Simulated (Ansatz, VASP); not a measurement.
# Cross-check of AsN between VASP and Ansatz, part 2 of 2

One calculation is typed for both programs; each brings its own data sets and cutoff. How far apart do they land? The cell is invented: As first built, before any earlier steps moved the atoms (in the runner's words): it takes the AsP structure with some of its atoms replaced by other elements, volume scaled by an estimate. It may not be a known or stable phase. The cell is taken from a series of VASP runs on this material, whose earlier steps may have relaxed, scaled or displaced it; both programs get it as it stands. Other levels of theory on this material are compared in a session of their own.

VASP 6.6.1 and Ansatz 0.2.0.

So far. Step 3 (VASP: band structure, PBE): The run ends at a pressure of 1.58 GPa, with forces up to 0.039 eV/Å.

### 6. VASP: band structure, PBE, spin-orbit coupling

Level of this step: PBE, spin-orbit coupling; plane waves and PAW (As, N); invented cell (VASP).

With cell and atoms fixed, the geometry can't cause a difference; cores, projectors, grids and the points listed under the comparison can.

File INCAR:

```
SYSTEM = AsN
PREC = Accurate
ENCUT = 520
EDIFF = 1E-06
NELM = 100
ISMEAR = 0
SIGMA = 0.02
LREAL = .FALSE.
ALGO = Normal
GGA = PE
LNONCOLLINEAR = .TRUE.
MAGMOM = 0 0 0 0 0 0
NBANDS = 22
GGA_COMPAT = .FALSE.
LASPH = .TRUE.
LSORBIT = .TRUE.
LORBIT = 11
LWAVE = .FALSE.
LCHARG = .FALSE.
KPAR = 4
```

File POSCAR:

```
AsN
1.0
    1.5114398648      0.8726303735      3.7032867518
   -1.5114398648      0.8726303735      3.7032867518
    0.0000000000     -1.7452607470      3.7032867518
As N
1 1
Direct
    0.2095845238      0.2095845238      0.2095845238
    0.7904154762      0.7904154762      0.7904154762
```

File KPOINTS:

```
Automatic mesh
0
Gamma
7 7 7
0 0 0
```

File KPOINTS_OPT:

```
Line mode
16
Line-mode
Reciprocal
  0.00000000   0.00000000   0.00000000 GAMMA
  0.50000000   0.00000000   0.00000000 L

  0.50000000   0.00000000   0.00000000 L
  0.50000000   0.20368311  -0.20368311 B1

  0.79631689   0.50000000   0.20368311 B
  0.50000000   0.50000000   0.50000000 Z

  0.50000000   0.50000000   0.50000000 Z
  0.00000000   0.00000000   0.00000000 GAMMA

  0.00000000   0.00000000   0.00000000 GAMMA
  0.35184155   0.00000000  -0.35184155 X

  0.64815845   0.35184155   0.00000000 Q
  0.50000000   0.50000000   0.00000000 F

  0.50000000   0.50000000   0.00000000 F
  0.64815845   0.64815845   0.20368311 P1

  0.64815845   0.64815845   0.20368311 P1
  0.50000000   0.50000000   0.50000000 Z

  0.50000000   0.00000000   0.00000000 L
  0.79631689   0.35184155   0.35184155 P
```

Potentials, in the order of the species: As and N (PBE family, release 64).

Run with:

```console
> mpirun -np 4 vasp_ncl
```

Numbers of over 12 decimals in the logs are rounded to 6 here.

The program printed:

```text
[... set-up lines as in an earlier step ...]
 entering main loop
       N       E                     dE             d eps       ncg     rms          rms(c)
DAV:   1     0.364144388726E+02    0.36414E+02   -0.45447E+03  3696   0.810E+02
DAV:   2    -0.107592515498E+02   -0.47174E+02   -0.44521E+02  4916   0.173E+02
DAV:   3    -0.132721375291E+02   -0.25129E+01   -0.24915E+01  4620   0.389E+01
DAV:   4    -0.132867736278E+02   -0.14636E-01   -0.14634E-01  4160   0.346E+00
[...]
DAV:  12    -0.117441138477E+02   -0.63415E-05   -0.50338E-06  4166   0.193E-02    0.110E-02
DAV:  13    -0.117441178445E+02   -0.39968E-05   -0.42628E-06  4182   0.173E-02    0.325E-03
DAV:  14    -0.117441176602E+02    0.18430E-06   -0.31368E-07  2934   0.501E-03
   1 F= -.11744118E+02 E0= -.11744118E+02  d E =-.121012E-06  mag=    -0.0000    -0.0000     0.0000
 Start KPOINTS_OPT (optional k-point list driver)
k-point batch [1-84\144]
       N       E                     dE             ncg
DAV:   1     0.231455878381E+04   -0.18368E+05     3696
DAV:   2    -0.164562361257E+04   -0.39602E+04     5030
DAV:   3    -0.185487585240E+04   -0.20925E+03     4658
DAV:   4    -0.185619441327E+04   -0.13186E+01     4260
DAV:   5    -0.185620168391E+04   -0.72706E-02     4626
DAV:   6    -0.185620175137E+04   -0.67458E-04     4414
DAV:   7    -0.185620175211E+04   -0.74067E-06     3842
k-point batch [85-144\144]
       N       E                     dE             ncg
DAV:   1     0.634256942218E+04   -0.21493E+05     2640
DAV:   2     0.373709413288E+04   -0.26055E+04     3476
DAV:   3     0.361210221163E+04   -0.12499E+03     3346
DAV:   4     0.361135862400E+04   -0.74359E+00     2874
DAV:   5     0.361135501502E+04   -0.36090E-02     3138
DAV:   6     0.361135498485E+04   -0.30166E-04     2970
DAV:   7     0.361135498452E+04   -0.32990E-06     2656
```

Parts of OUTCAR (step 6):

```text
  Total        0.0521541      0.0521541      0.4975921      0.0000000      0.0000000      0.0000000
  in kB        2.8512756      2.8512766     27.2034684      0.0000000      0.0000000      0.0000000
  external PRESSURE =      10.9686735 kB  Pullay stress =       0.0000000 kB

 POSITION                                       TOTAL-FORCE (eV/Angst)
 -----------------------------------------------------------------------------------
      0.00000      0.00000      2.32845         0.000000     -0.000000      0.021346
      0.00000      0.00000      8.78141         0.000000      0.000000     -0.021346
 -----------------------------------------------------------------------------------
    total drift:                               -0.000000      0.000010      0.000462

  FREE ENERGIE OF THE ION-ELECTRON SYSTEM (eV)
  ---------------------------------------------------
  free  energy   TOTEN  =       -11.7441176602 eV

  energy  without entropy=      -11.7441175391  energy(sigma->0) =      -11.74411760

 magnetization (x)
# of ion       s       p       d       tot
------------------------------------------
    1        0.000   0.000   0.000   0.000
    2        0.000   0.000   0.000   0.000
--------------------------------------------------
tot          0.000   0.000   0.000   0.000

 magnetization (y)
# of ion       s       p       d       tot
------------------------------------------
    1        0.000   0.000   0.000   0.000
    2       -0.000   0.000   0.000  -0.000
--------------------------------------------------
tot         -0.000   0.000   0.000  -0.000

 magnetization (z)
# of ion       s       p       d       tot
------------------------------------------
    1        0.000   0.000   0.000   0.000
    2        0.000   0.000   0.000   0.000
--------------------------------------------------
tot          0.000   0.000   0.000   0.000

[... 1 part as in an earlier step ...]

[... 2 further parts left out ...]
[key lines of the parts left out:]
E-fermi :   5.4157
```

The run ends at a pressure of 1.10 GPa, with forces up to 0.021 eV/Å.

### 7. Ansatz: band structure, PBE, spin-orbit coupling

The same cell, functional, mesh and smearing now go to Ansatz, which takes its cutoff from its data sets.

The cell is taken from a series of VASP runs on this material, whose earlier steps may have relaxed, scaled or displaced it; both programs get it as it stands.

File input.yaml:

```yaml
crystal:
  lattice:
    - [1.5114398648, 0.8726303735, 3.7032867518]
    - [-1.5114398648, 0.8726303735, 3.7032867518]
    - [0.0, -1.745260747, 3.7032867518]
  atoms:
    - { symbol: As, position: [0.2095845238, 0.2095845238, 0.2095845238] }
    - { symbol: "N", position: [0.7904154762, 0.7904154762, 0.7904154762] }
hamiltonian:
  xc: pbe
  pseudopotentials: { kind: paw_fr }
magnetization:
  noncollinear: true
  spin_orbit: true
kpoints:
  mp_grid: { grid: [7, 7, 7] }
  band_path:
    path:
      - [0.0, 0.0, 0.0]
      - [0.13333, 0.0, 0.0]
      - [0.3, 0.0, 0.0]
      - [0.46667, 0.0, 0.0]
      - [0.5, 0.04074, -0.04074]
      - [0.5, 0.10863, -0.10863]
      - [0.5, 0.17653, -0.17653]
      - [0.75681, 0.5, 0.24319]
      - [0.65804, 0.5, 0.34196]
      - [0.55926, 0.5, 0.44074]
      - [0.46667, 0.46667, 0.46667]
      - [0.3, 0.3, 0.3]
      - [0.13333, 0.13333, 0.13333]
      - [0.0, 0.0, 0.0]
      - [0.11728, 0.0, -0.11728]
      - [0.2111, 0.0, -0.2111]
      - [0.32839, 0.0, -0.32839]
      - [0.61853, 0.38147, 0.0]
      - [0.56914, 0.43086, 0.0]
      - [0.51975, 0.48025, 0.0]
      - [0.51975, 0.51975, 0.02716]
      - [0.56914, 0.56914, 0.09505]
      - [0.61853, 0.61853, 0.16295]
      - [0.63828, 0.63828, 0.22344]
      - [0.5889, 0.5889, 0.32221]
      - [0.53951, 0.53951, 0.42098]
      - [0.5, 0.0, 0.0]
      - [0.59877, 0.11728, 0.11728]
      - [0.69754, 0.23456, 0.23456]
      - [0.79632, 0.35184, 0.35184]
    npoints: 1
scf:
  occupations: { method: gaussian, width: 0.02 }
  n_extra_bands: 14
output:
  forces: true
  stress: true
  eigenvalues: true
```

Run with:

```console
> ansatz run input.yaml --threads 2 --pin off --max-ram 4608MiB --backend cpu --events-out ev --progress --plain --runs-dir out
```

The program printed:

```text
[...]
non-collinear run that drives no moment, with spin-orbit: no starting moment large enough to seed its density (crystal.atoms[].spin), no starting occupations that ask for one, no magnetisation constraint and no magnetic field, so the semilocal B_xc is pinned to zero
Crystal: 2 atoms, lattice volume = 29.306 Å³
[...]
k-point 1: bands = [... 16 lower, 6.6980, 6.7000, 7.3248, 7.3493, 12.5700, 12.6062, 14.0109, 14.1605, ... 10 higher]
  k-point 2: bands = [... 16 lower, 5.9859, 5.9898, 8.0727, 8.0847, 11.2361, 11.2619, 14.1203, 14.1909, ... 10 higher]
  k-point 43: bands = [... 16 lower, 6.6707, 6.6735, 10.0876, 10.0936, 12.0936, 12.1469, 13.9106, 13.9175, ... 10 higher]
[key lines of the parts left out:]
SCF converged after 8 iterations
Magnetization: |M| = 0.0000 μB,  M = (+0.0000, +0.0000, +0.0000) μB
Free energy (F): -5238.957897 eV
Fermi energy:    10.037973 eV
P = ⅓ Tr σ = 0.5185 GPa (5.185 kbar)
```

It took 4.4 s on 2 threads of Intel Xeon 6975P-C (Granite Rapids), shared host; peak memory 0.49 GiB; 8.3 s of CPU time.

### 8. Side by side

What differs besides the data sets and the points named for the pairs above, as far as they apply: spin-orbit coupling enters by fully relativistic files in Ansatz and inside the spheres in VASP; the data sets hold 20 valence electrons in Ansatz (fully relativistic PAW (standard-fr) files) and 10 in VASP. Total energies have different zeros and are not compared.

The two programs side by side:

```
                                        quantity  Ansatz  VASP  difference
                                  pressure (GPa)    0.52  1.10       -0.58
pressure without Ansatz's Pulay correction (GPa)    0.19  1.10       -0.90
```

At this near-relaxed geometry the largest component of a force difference is 96 meV/Å. Levels from 3 eV below to 2 eV above the Fermi level differ by 14 meV r.m.s. and 31 meV at most; each VASP level is matched to the nearest of Ansatz, which flatters the figure a little. Ansatz's pressure holds a Pulay correction of 0.32 GPa; VASP's holds none.

### 9. Further runs

Further runs change the set-up of one program: Ansatz's method, potentials or start, or VASP's data sets, cutoff or form of LDA. The table gives Ansatz less VASP for each quantity, since a change that brings one quantity closer may part another.

```csv
run,r.m.s. force difference (meV/Å),pressure (GPa),pressure without Ansatz's Pulay correction (GPa)
as above,56,-0.58,-0.90
Ansatz's larger PAW set (cutoff 900 eV),62,-0.62,-0.75
norm-conserving potentials (cutoff 1143 eV),60,-0.19,
```

### 10. Summary of results

| Property | Result |
| --- | --- |
| r.m.s. force difference (band structure, PBE) | 62 meV/Å |
| difference in pressure (band structure, PBE) | -0.61 GPa |
| r.m.s. force difference (band structure, PBE, spin-orbit coupling) | 56 meV/Å |
| difference in pressure (band structure, PBE, spin-orbit coupling) | -0.58 GPa |

What this shows: The r.m.s. force difference is 62 meV/Å (band structure, PBE), beyond the 12 meV/Å picked in this series as the mark of a large difference. Band structure, PBE, norm-conserving potentials (cutoff 1240 eV): the difference in pressure goes from -0.61 to -0.45 GPa. Band structure, PBE, spin-orbit coupling, norm-conserving potentials (cutoff 1143 eV): the difference in pressure goes from -0.58 to -0.19 GPa. 12 further runs of this series are not shown here. Such differences can come from data sets, numerical settings and the points named under the comparisons, not from the functional's error against experiment.

[Lines on the potential files, build, host, timing and source positions are cut from VASP's logs without a mark.]

[Logs are printed without paths, hosts, clocks, repeated set-up lines and the standing remarks that a program may print on its own settings, such as how far it seeks lower states.]

[Hosts, paths, dates, database ids (printed as entryN), source tags and the programs' standing remarks are cut or masked in the printed files.]
